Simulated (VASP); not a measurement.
Calculation: PBEsol GGA, VASP's PBE PAW potentials (set 64) (plane waves; VASP 6.6.1).

VASP ran on this input.

File KPOINTS:
```
Automatic mesh
0
Gamma
10 10 3
0 0 0
```

### INCAR
```
EDIFF=1E-7   # SCF stop (eV)
GGA=PS   # PBEsol
ALGO=Normal   # blocked Davidson
SYSTEM=BeHg3Se4
LASPH=.True.
PREC=Accurate
NELM=100   # most electronic steps
LORBIT=11   # lm-projected
LWAVE=.False.
ENCUT=400   # plane-wave cut-off (eV)
ISIF=2   # forces and stress, cell fixed
ISMEAR=-5
NEDOS=601
LREAL=.False.   # projection in real space or not
LEFG=.True.
LCHARG=.True.
LMAXMIX=6   # l cut-off of mixed one-centre charges
```

POSCAR:
```
BeHg3Se4
11.9066040
  0.0000000000   0.2464837397   0.2464837397
  0.2464837397   0.0000000000   0.2464837397
  1.0000000299   1.0000000299  -0.0140650710
Hg Se Be
3 4 1
Cartesian
  0.9854537241   0.9854537241   0.0004812348
  0.2475916259   0.2475916259  -0.0011078862
  0.7553982458   0.7553982458   0.4770204528
  0.1213055591   0.1213055591   0.1251781806
  0.3828070262   0.3828070262   0.1101604532
  0.6431716009   0.6431716009   0.0962796182
  0.8582187388   0.8582187388   0.1277162201
  0.7490210855   0.7490210855  -0.0095698663
```

POTCAR, in this order: Hg Se Be (PBE.64 set). Program: vasp_std.

What VASP printed:

OSZICAR:
```
       N       E                     dE             d eps       ncg     rms          rms(c)
DAV:   1     0.367453109211E+03    0.36745E+03   -0.24295E+04  5772   0.120E+03
DAV:   2     0.559372421466E+00   -0.36689E+03   -0.35597E+03  6592   0.302E+02
DAV:   3    -0.239455692728E+02   -0.24505E+02   -0.24237E+02  6920   0.764E+01
DAV:   4    -0.243512343782E+02   -0.40567E+00   -0.40417E+00  6765   0.961E+00
DAV:   5    -0.243572936284E+02   -0.60593E-02   -0.60578E-02  6934   0.109E+00    0.148E+01
DAV:   6    -0.231438881675E+02    0.12134E+01   -0.28565E+00  7037   0.173E+01    0.114E+01
DAV:   7    -0.231624657197E+02   -0.18578E-01   -0.20378E+00  6486   0.692E+00    0.347E+00
DAV:   8    -0.231163578224E+02    0.46108E-01   -0.44631E-01  6736   0.572E+00    0.124E+00
DAV:   9    -0.231162991834E+02    0.58639E-04   -0.44742E-02  6177   0.183E+00    0.265E-01
DAV:  10    -0.231161082692E+02    0.19091E-03   -0.22743E-03  6872   0.269E-01    0.109E-01
DAV:  11    -0.231161165874E+02   -0.83183E-05   -0.77038E-04  6395   0.194E-01    0.411E-02
DAV:  12    -0.231161075389E+02    0.90485E-05   -0.19970E-04  6705   0.101E-01    0.172E-02
DAV:  13    -0.231161117639E+02   -0.42250E-05   -0.18405E-05  6417   0.338E-02    0.603E-03
DAV:  14    -0.231161119855E+02   -0.22155E-06   -0.41267E-06  6568   0.820E-03    0.421E-03
DAV:  15    -0.231161119797E+02    0.57598E-08   -0.38407E-07  5797   0.407E-03
   1 F= -.23116112E+02 E0= -.23116112E+02  d E =0.000000E+00
```

**OUTCAR**
```
------------------------ aborting loop because EDIFF is reached ----------------------------------------
  FORCE on cell =-STRESS in cart. coord.  units (eV):
  Direction    XX          YY          ZZ          XY          YZ          ZX
  --------------------------------------------------------------------------------------
  Total       -0.0023094     -0.0023094     -0.0023094     -0.0169664      0.0169664      0.0169664
  in kB       -0.0179140     -0.0179140     -0.0179140     -0.1316091      0.1316091      0.1316091
  external PRESSURE =      -0.0179140 kB  Pullay stress =       0.0000000 kB
  volume of cell :      206.54
      direct lattice vectors                 reciprocal lattice vectors
     0.000000000  2.934784281  2.934784281    -0.169180505  0.171560041  0.169180505
     2.934784281  0.000000000  2.934784281     0.171560041 -0.169180505  0.169180505
    11.906604356 11.906604356 -0.167467230     0.041700242  0.041700242 -0.041700242
 POSITION                                       TOTAL-FORCE (eV/Angst)
 -----------------------------------------------------------------------------------
     11.73341     11.73341      0.00573        -0.001947     -0.001947      0.001947
      2.94798      2.94798     -0.01319        -0.006527     -0.006527      0.006527
      8.99423      8.99423      5.67969        -0.012086     -0.012086      0.012086
      1.44434      1.44434      1.49045         0.005270      0.005270     -0.005270
      4.55793      4.55793      1.31164        -0.000643     -0.000643      0.000643
      7.65799      7.65799      1.14636         0.006239      0.006239     -0.006239
     10.21847     10.21847      1.52067         0.007734      0.007734     -0.007734
      8.91830      8.91830     -0.11394         0.001959      0.001959     -0.001959
 -----------------------------------------------------------------------------------
    total drift:                                0.000494      0.000494     -0.000493
  FREE ENERGIE OF THE ION-ELECTRON SYSTEM (eV)
  ---------------------------------------------------
  free  energy   TOTEN  =       -23.1161119797 eV

  energy  without entropy=      -23.1161119797  energy(sigma->0) =      -23.11611198

 total charge

# of ion       s       p       d       tot
------------------------------------------
    1        0.716   0.422   9.380  10.518
    2        0.716   0.422   9.381  10.519
    3        0.713   0.431   9.381  10.526
    4        1.463   2.303   0.037   3.803
    5        1.464   2.303   0.038   3.804
    6        1.453   2.370   0.038   3.862
    7        1.445   2.333   0.022   3.800
    8        0.339   0.455   0.000   0.793
--------------------------------------------------
tot          8.309  11.039  28.278  47.626

 Electric field gradients after diagonalization (V/A^2)
 (convention: |V_zz| > |V_xx| > |V_yy|)
----------------------------------------------------------------------
 ion       V_xx      V_yy      V_zz     asymmetry (V_yy - V_xx)/ V_zz
----------------------------------------------------------------------
   1      42.781    42.780   -85.562       0.000
   2      30.893    30.893   -61.786       0.000
   3      28.416    28.414   -56.829       0.000
   4     -48.806   -48.805    97.611       0.000
   5     -45.092   -45.090    90.182       0.000
   6      13.556    13.555   -27.111       0.000
   7     -15.641   -15.640    31.281       0.000
   8       1.195     1.195    -2.391       0.000
```
(Selected blocks of OUTCAR.)

For a metal the tetrahedron method with Blöchl corrections gives inexact stress and forces.

The structure was generated: BeHg3Se4 was put into an ordered model structure (R3m), which need not be its known phase. It was relaxed first.
